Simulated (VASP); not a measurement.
Crystal: BeCd2S3.

```
CELL_PARAMETERS angstrom
5.95000 -3.42000 0.00000
5.95000 3.42000 0.00000
0.00000 0.00000 5.90000
ATOMIC_POSITIONS crystal
Be 0.17000 0.83000 0.99000
Be 0.83000 0.17000 0.49000
Cd 0.82800 0.51800 0.00000
Cd 0.17200 0.48200 0.50000
Cd 0.48200 0.17200 0.00000
Cd 0.51800 0.82800 0.50000
S 0.45230 0.83690 0.91100
S 0.16310 0.54770 0.91100
S 0.88650 0.11350 0.85350
S 0.83690 0.45230 0.41100
S 0.54770 0.16310 0.41100
S 0.11350 0.88650 0.35350
```

The cell was built by a generator and needn't be a form met in nature.

- Program: VASP 6.6.1
- Task: relaxation of cell and atoms
- Functional: PBE
- Potentials or basis: VASP PAW PBE potentials, release 64 (Be, Cd, S)
- Cutoff: 520 eV
- k mesh: 3 × 3 × 3
- Occupations: gaussian, width 0.15 eV
- Spin: no spin polarisation

At the start: pressure 6.0 GPa; volume 20.01 Å³/atom.

**Question.** Where does the relaxation end?

**Answer.** Over 12 steps the energy falls by 106.4 meV/atom and the volume is 21.44 Å³/atom (+7.1 %); space group Cmc2_1 (No. 36, to 0.05 Å).

Step by step:
```csv
step,energy change (eV),largest force (eV/Å),pressure (GPa),volume (Å³)
1,0.0000,1.4950,6.01,240.12
2,-0.8423,0.7980,-2.13,267.09
3,-0.8422,0.8045,-2.06,266.88
4,-1.1169,0.4966,-1.02,261.65
5,-1.2066,0.3403,0.17,256.80
6,-1.2482,0.2084,0.05,256.96
7,-1.2560,0.1474,-0.01,257.04
8,-1.2566,0.1600,-0.02,257.06
9,-1.2564,0.1570,-0.03,257.06
10,-1.2675,0.1002,0.02,256.88
11,-1.2704,0.1085,0.08,256.75
12,-1.2764,0.0639,-0.05,257.25
```

Final structure:
```cif
data_structure
_symmetry_space_group_name_H-M 'P 1'
_symmetry_Int_Tables_number 1
_cell_length_a 6.8410
_cell_length_b 6.8410
_cell_length_c 6.3464
_cell_angle_alpha 90.000
_cell_angle_beta 90.000
_cell_angle_gamma 60.013
_cell_volume 257.25
loop_
_atom_site_label
_atom_site_type_symbol
_atom_site_fract_x
_atom_site_fract_y
_atom_site_fract_z
_atom_site_occupancy
Be1 Be 0.14993 0.85007 0.00570 1
Be2 Be 0.85007 0.14993 0.50570 1
Cd1 Cd 0.83059 0.48991 0.00133 1
Cd2 Cd 0.16941 0.51009 0.50133 1
Cd3 Cd 0.51009 0.16941 0.00133 1
Cd4 Cd 0.48991 0.83059 0.50133 1
S1 S 0.45188 0.83803 0.90579 1
S2 S 0.16197 0.54812 0.90579 1
S3 S 0.87684 0.12316 0.84557 1
S4 S 0.83803 0.45188 0.40579 1
S5 S 0.54812 0.16197 0.40579 1
S6 S 0.12316 0.87684 0.34557 1
```
